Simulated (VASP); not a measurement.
Method: PBE GGA, VASP's PBE PAW potentials (set 64) (plane waves; VASP 6.6.1).

VASP ran on this input.

**POSCAR**
```
CsPbCl3
1
    5.7308003854     0.0000000000    -0.0000000000
    0.0000000000     5.7308003854     0.0000000000
   -0.0000000000     0.0000000000     5.7308003854
Cs Pb Cl
1 1 3
Direct
  0.0000000000   0.0000000000   0.0000000000
  0.5000000000   0.5000000000   0.5000000000
  0.5000000000   0.0000000000   0.5000000000
  0.0000000000   0.5000000000   0.5000000000
  0.5000000000   0.5000000000   0.0000000000
```

### INCAR
```
ALGO  =  Normal
EDIFF  =  1E-6
EDIFFG  =  -0.02
ENCUT  =  500
GGA  =  PE
IBRION  =  2
ISIF  =  3
ISMEAR  =  0
LASPH  =  T
LCHARG  =  F
LMAXMIX  =  4
LREAL  =  F
LWAVE  =  F
NELM  =  100
NSW  =  40
PREC  =  Accurate
SIGMA  =  0.05
SYSTEM  =  CsPbCl3
```

File KPOINTS:
```
kpoints
0
Gamma
  4 4 4
0 0 0
```

POTCAR, in this order: Cs_sv Pb_d Cl (PBE.64 set). Program: vasp_std.

Output

File OSZICAR:
```
       N       E                     dE             d eps       ncg     rms          rms(c)
DAV:   1     0.417000272274E+03    0.41700E+03   -0.19030E+04   520   0.147E+03
DAV:   2     0.297633771474E+02   -0.38724E+03   -0.37940E+03   674   0.340E+02
DAV:   3    -0.166670521059E+02   -0.46430E+02   -0.46182E+02   584   0.130E+02
DAV:   4    -0.184713680852E+02   -0.18043E+01   -0.17975E+01   724   0.339E+01
DAV:   5    -0.185303167656E+02   -0.58949E-01   -0.58796E-01   688   0.440E+00    0.493E+00
DAV:   6    -0.175846301902E+02    0.94569E+00   -0.19893E+00   706   0.150E+01    0.330E+00
DAV:   7    -0.175355112531E+02    0.49119E-01   -0.72236E-01   762   0.492E+00    0.187E+00
DAV:   8    -0.175502243855E+02   -0.14713E-01   -0.91406E-02   714   0.252E+00    0.285E-01
DAV:   9    -0.175482755640E+02    0.19488E-02   -0.25269E-02   746   0.118E+00    0.142E-01
DAV:  10    -0.175488822814E+02   -0.60672E-03   -0.25663E-03   638   0.341E-01    0.416E-02
DAV:  11    -0.175489715429E+02   -0.89261E-04   -0.20679E-04   644   0.110E-01    0.115E-02
DAV:  12    -0.175489764053E+02   -0.48625E-05   -0.34298E-05   670   0.607E-02    0.943E-03
DAV:  13    -0.175489746924E+02    0.17130E-05   -0.62128E-06   594   0.133E-02    0.228E-03
DAV:  14    -0.175489747527E+02   -0.60325E-07   -0.78362E-07   370   0.852E-03
   1 F= -.17548975E+02 E0= -.17548975E+02  d E =-.175490E+02
```

OUTCAR:
```
------------------------ aborting loop because EDIFF is reached ----------------------------------------
  FORCE on cell =-STRESS in cart. coord.  units (eV):
  Direction    XX          YY          ZZ          XY          YZ          ZX
  --------------------------------------------------------------------------------------
  Total        0.0721506      0.0721506      0.0721506     -0.0000000     -0.0000000      0.0000000
  in kB        0.6141931      0.6141931      0.6141931     -0.0000000     -0.0000000      0.0000000
  external PRESSURE =       0.6141931 kB  Pullay stress =       0.0000000 kB
  volume of cell :      188.21
      direct lattice vectors                 reciprocal lattice vectors
     5.730800385  0.000000000  0.000000000     0.174495696  0.000000000  0.000000000
     0.000000000  5.730800385  0.000000000     0.000000000  0.174495696  0.000000000
     0.000000000  0.000000000  5.730800385     0.000000000  0.000000000  0.174495696
 POSITION                                       TOTAL-FORCE (eV/Angst)
 -----------------------------------------------------------------------------------
      0.00000      0.00000      0.00000         0.000000      0.000000      0.000000
      2.86540      2.86540      2.86540         0.000000      0.000000      0.000000
      2.86540      0.00000      2.86540         0.000000      0.000000      0.000000
      0.00000      2.86540      2.86540         0.000000      0.000000      0.000000
      2.86540      2.86540      0.00000         0.000000      0.000000      0.000000
 -----------------------------------------------------------------------------------
    total drift:                                0.000000     -0.000000     -0.000000
  FREE ENERGIE OF THE ION-ELECTRON SYSTEM (eV)
  ---------------------------------------------------
  free  energy   TOTEN  =       -17.5489747527 eV

  energy  without entropy=      -17.5489747527  energy(sigma->0) =      -17.54897475

 reached required accuracy - stopping structural energy minimisation
```
(Selected blocks of OUTCAR.)

The compound is CsPbCl3 in the cubic perovskite structure, the ideal cubic form; the compound distorts at low or room temperature. It was relaxed first, which changed the volume by +7 %.
